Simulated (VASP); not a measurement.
Calculation: LDA (Ceperley-Alder, Perdew-Zunger), VASP's LDA PAW potentials (set 64) (plane waves; VASP).

VASP ran on this input.

KPOINTS:
```
kpoints
0
G
  7 7 1
0 0 0
```

INCAR:
```
SYSTEM = LaP
PREC = Accurate; ENCUT = 300; LREAL = .FALSE.
LASPH = .TRUE.
EDIFF = 1E-6; NELM = 100; ALGO = Normal
LMAXMIX = 6
ISMEAR = 0; SIGMA = 0.1
ISIF = 2
LWAVE = .FALSE.; LCHARG = .FALSE.
```

POSCAR:
```
LaP
1
    4.2896630000     0.0000000000     0.0000000000
   -4.2896630000     4.2896630000     0.0000000000
    0.0000000000     0.0000000000    13.0332000000
La P
2 2
Direct
  0.0000000000   0.0000000000   0.6163640000
  1.0000000000   0.5000000000   0.3836360000
  0.0000000000   0.0000000000   0.3836360000
  1.0000000000   0.5000000000   0.6163640000
```

POTCAR, in this order: La P (LDA.64 set). Program: vasp_std.

What VASP printed:

### OSZICAR
```
       N       E                     dE             d eps       ncg     rms          rms(c)
DAV:   1     0.352440305090E+03    0.35244E+03   -0.85690E+03   400   0.109E+03
DAV:   2     0.605791455767E+02   -0.29186E+03   -0.28685E+03   672   0.320E+02
DAV:   3    -0.223734788256E+02   -0.82953E+02   -0.82199E+02   624   0.193E+02
DAV:   4    -0.291273106960E+02   -0.67538E+01   -0.64619E+01   732   0.574E+01
DAV:   5    -0.296894057183E+02   -0.56210E+00   -0.56026E+00   664   0.168E+01    0.647E+00
DAV:   6    -0.280286947002E+02    0.16607E+01   -0.64947E+00   712   0.139E+01    0.375E+00
DAV:   7    -0.276598448643E+02    0.36885E+00   -0.12325E+00   688   0.789E+00    0.197E+00
DAV:   8    -0.275021680708E+02    0.15768E+00   -0.23457E-01   696   0.330E+00    0.512E-01
DAV:   9    -0.274746520470E+02    0.27516E-01   -0.28313E-02   768   0.116E+00    0.349E-01
DAV:  10    -0.274400780864E+02    0.34574E-01   -0.31153E-02   536   0.833E-01    0.214E-01
DAV:  11    -0.274377589543E+02    0.23191E-02   -0.20606E-02   624   0.668E-01    0.155E-01
DAV:  12    -0.274398783232E+02   -0.21194E-02   -0.23983E-03   704   0.343E-01    0.749E-02
DAV:  13    -0.274425701471E+02   -0.26918E-02   -0.15006E-03   568   0.164E-01    0.618E-02
DAV:  14    -0.274455833490E+02   -0.30132E-02   -0.12011E-03   696   0.152E-01    0.235E-02
DAV:  15    -0.274459673268E+02   -0.38398E-03   -0.19429E-04   560   0.915E-02    0.151E-02
DAV:  16    -0.274461063157E+02   -0.13899E-03   -0.55432E-05   680   0.440E-02    0.472E-03
DAV:  17    -0.274461410330E+02   -0.34717E-04   -0.87368E-06   440   0.171E-02    0.504E-03
DAV:  18    -0.274461460694E+02   -0.50364E-05   -0.15761E-06   408   0.109E-02    0.135E-03
DAV:  19    -0.274461466850E+02   -0.61554E-06   -0.32791E-07   320   0.688E-03
   1 F= -.27446147E+02 E0= -.27444836E+02  d E =-.262143E-02
```

OUTCAR:
```
------------------------ aborting loop because EDIFF is reached ----------------------------------------
  FORCE on cell =-STRESS in cart. coord.  units (eV):
  Direction    XX          YY          ZZ          XY          YZ          ZX
  --------------------------------------------------------------------------------------
  Total       -6.3109079     -6.3109079     -3.9447987      0.0000000      0.0000000     -0.0000000
  in kB      -42.1604285    -42.1604285    -26.3534827      0.0000000      0.0000000     -0.0000000
  external PRESSURE =     -36.8914466 kB  Pullay stress =       0.0000000 kB
  volume of cell :      239.83
      direct lattice vectors                 reciprocal lattice vectors
     4.289663000  0.000000000  0.000000000     0.233118546  0.233118546  0.000000000
    -4.289663000  4.289663000  0.000000000     0.000000000  0.233118546  0.000000000
     0.000000000  0.000000000 13.033200000     0.000000000  0.000000000  0.076727128
 POSITION                                       TOTAL-FORCE (eV/Angst)
 -----------------------------------------------------------------------------------
      0.00000      0.00000      8.03320        -0.000000     -0.000000     -0.789747
     -2.14483      2.14483      5.00000         0.000000     -0.000000      0.789747
      0.00000      0.00000      5.00000         0.000000     -0.000000      0.485807
     -2.14483      2.14483      8.03320         0.000000      0.000000     -0.485807
 -----------------------------------------------------------------------------------
    total drift:                               -0.000000      0.000000      0.000000
  FREE ENERGIE OF THE ION-ELECTRON SYSTEM (eV)
  ---------------------------------------------------
  free  energy   TOTEN  =       -27.4461466850 eV

  energy  without entropy=      -27.4435252579  energy(sigma->0) =      -27.44483597
```
(Selected blocks of OUTCAR.)

At this cut-off the stress carries a Pulay error, which pulls relaxed volumes low. The cell holds a wide vacuum, so values per volume refer to the whole cell.

The cell is a sheet with vacuum, built from a database entry that may be metastable or hypothetical.
